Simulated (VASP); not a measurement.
Here is the system:

```
CELL_PARAMETERS angstrom
     -2.08396     2.08396     2.08396
      2.08396    -2.08396     2.08396
      2.08396     2.08396    -2.08396
ATOMIC_POSITIONS crystal
  Na 0.00000 0.00000 0.00000
```

The numbers are results of r2SCAN meta-GGA, VASP's PBE PAW potentials (set 64) (plane waves; VASP 6.6.1), not measurements. Run with 480 eV cut-off, 12×12×12 Γ-centred mesh, first-order Methfessel-Paxton smearing of 0.10 eV, potentials Na_pv.

Energy and stress use the plane-wave basis of the starting cell.

Problem. The ions, cell shape and volume at an external pressure of 1.0 GPa are relaxed. What does this cell relax into?

Solution. 
```
CELL_PARAMETERS angstrom
     -2.03531     2.03531     2.03531
      2.03531    -2.03531     2.03531
      2.03531     2.03531    -2.03531
ATOMIC_POSITIONS crystal
  Na 0.00000 0.00000 0.00000
```
Space group Im-3m (229), at a tolerance of 0.03 Å.

Problem. How do energy and volume change from the first to the last step?

Solution. The energy (σ→0) changes by +8.9 meV/atom and the volume by -6.8 %, in 4 ionic steps.

The compound is Na in the bcc structure. This run relaxes it under an external pressure of 1 GPa. Symmetry was kept, so distortions that lower it aren't found.
